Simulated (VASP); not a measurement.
Calculation: PBE GGA, VASP's PBE PAW potentials (set 64) (plane waves; VASP).

VASP input:

POSCAR:
```
Ba
1
   -2.5602000000     2.5602000000     2.5602000000
    2.5602000000    -2.5602000000     2.5602000000
    2.5602000000     2.5602000000    -2.5602000000
Ba
1
Direct
  0.0000000000   0.0000000000   0.0000000000
```

INCAR:
```
EDIFF = 1E-6   ! SCF stop (eV)
LREAL = .False.   ! projection in real space or not
ISIF = 2   ! forces and stress, cell fixed
LCHARG = .False.
LASPH = .True.   ! aspherical one-centre terms
ISMEAR = -1   ! Fermi-Dirac
LMAXMIX = 4   ! l cut-off of mixed one-centre charges
NELM = 100
ALGO = Normal   ! blocked Davidson
PREC = Accurate
GGA = PE
SYSTEM = Ba
SIGMA = 0.01   ! width (eV)
ENCUT = 400   ! plane-wave cut-off (eV)
LWAVE = .False.
```

KPOINTS:
```
K-points
0
gamma
 9 9 9
0 0 0
```

POTCAR, in this order: Ba_sv (PBE.64 set). Program: vasp_std.

The run wrote:

OUTCAR:
```
 ion  position               nearest neighbor table
   1  0.000  0.000  0.000-
  LATTYP: Found a body centered cubic cell.
 ALAT       =     5.1204000000
 Subroutine PRICEL returns:
 Original cell was already a primitive cell.
 Subroutine GETGRP returns: Found 48 space group operations
The static configuration has the point symmetry O_h .
The dynamic configuration has the point symmetry O_h .
 Subroutine INISYM returns: Found 48 space group operations
 Subroutine IBZKPT returns following result:
 Found     35 irreducible k-points:

 Following reciprocal coordinates:
            Coordinates               Weight
  0.000000  0.000000  0.000000      1.000000
  0.111111  0.000000  0.000000     12.000000
  0.222222  0.000000  0.000000     12.000000
  0.333333  0.000000  0.000000     12.000000
  0.444444  0.000000  0.000000     12.000000
  0.111111  0.111111  0.000000     24.000000
  0.222222  0.111111  0.000000     48.000000
  0.333333  0.111111  0.000000     48.000000
  0.444444  0.111111  0.000000     24.000000
  0.222222  0.222222  0.000000     24.000000
...
```

### OSZICAR
```
       N       E                     dE             d eps       ncg     rms          rms(c)
DAV:   1     0.512757781727E+02    0.51276E+02   -0.36570E+03   630   0.728E+02
DAV:   2     0.369922726948E+00   -0.50906E+02   -0.50144E+02   733   0.142E+02
DAV:   3    -0.183527137618E+01   -0.22052E+01   -0.21999E+01   766   0.331E+01
DAV:   4    -0.189972926297E+01   -0.64458E-01   -0.64399E-01  1067   0.518E+00
DAV:   5    -0.189998341757E+01   -0.25415E-03   -0.25414E-03   818   0.224E-01    0.152E+00
DAV:   6    -0.190057800282E+01   -0.59459E-03   -0.24980E-03   856   0.582E-01    0.912E-01
DAV:   7    -0.190160330643E+01   -0.10253E-02   -0.60242E-03   697   0.958E-01    0.409E-02
DAV:   8    -0.190175309407E+01   -0.14979E-03   -0.32538E-04  1021   0.117E-01    0.258E-02
DAV:   9    -0.190176187300E+01   -0.87789E-05   -0.73671E-06   876   0.289E-02    0.843E-03
DAV:  10    -0.190176512770E+01   -0.32547E-05   -0.65316E-06   765   0.196E-02    0.127E-03
DAV:  11    -0.190176509582E+01    0.31874E-07   -0.29332E-07   397   0.538E-03
   1 F= -.19017651E+01 E0= -.19012803E+01  d E =-.969566E-03
```

**OUTCAR**
```
------------------------ aborting loop because EDIFF is reached ----------------------------------------
  FORCE on cell =-STRESS in cart. coord.  units (eV):
  Direction    XX          YY          ZZ          XY          YZ          ZX
  --------------------------------------------------------------------------------------
  Total       -0.1759853     -0.1759853     -0.1759853      0.0000000      0.0000000     -0.0000000
  in kB       -4.2005414     -4.2005414     -4.2005414      0.0000000      0.0000000     -0.0000000
  external PRESSURE =      -4.2005414 kB  Pullay stress =       0.0000000 kB
  volume of cell :       67.12
      direct lattice vectors                 reciprocal lattice vectors
    -2.560200000  2.560200000  2.560200000     0.000000000  0.195297242  0.195297242
     2.560200000 -2.560200000  2.560200000     0.195297242  0.000000000  0.195297242
     2.560200000  2.560200000 -2.560200000     0.195297242  0.195297242  0.000000000
 POSITION                                       TOTAL-FORCE (eV/Angst)
 -----------------------------------------------------------------------------------
      0.00000      0.00000      0.00000         0.000000      0.000000     -0.000000
 -----------------------------------------------------------------------------------
    total drift:                               -0.000000     -0.000000      0.000000
  FREE ENERGIE OF THE ION-ELECTRON SYSTEM (eV)
  ---------------------------------------------------
  free  energy   TOTEN  =        -1.9017650958 eV

  energy  without entropy=       -1.9007955297  energy(sigma->0) =       -1.90128031
```
(Selected blocks of OUTCAR.)

The compound is Ba in the bcc structure. The cell was not relaxed at this level. The run is one of a series of settings (ISMEAR = -1, SIGMA = 0.01 against the base run), some of them coarse on purpose.
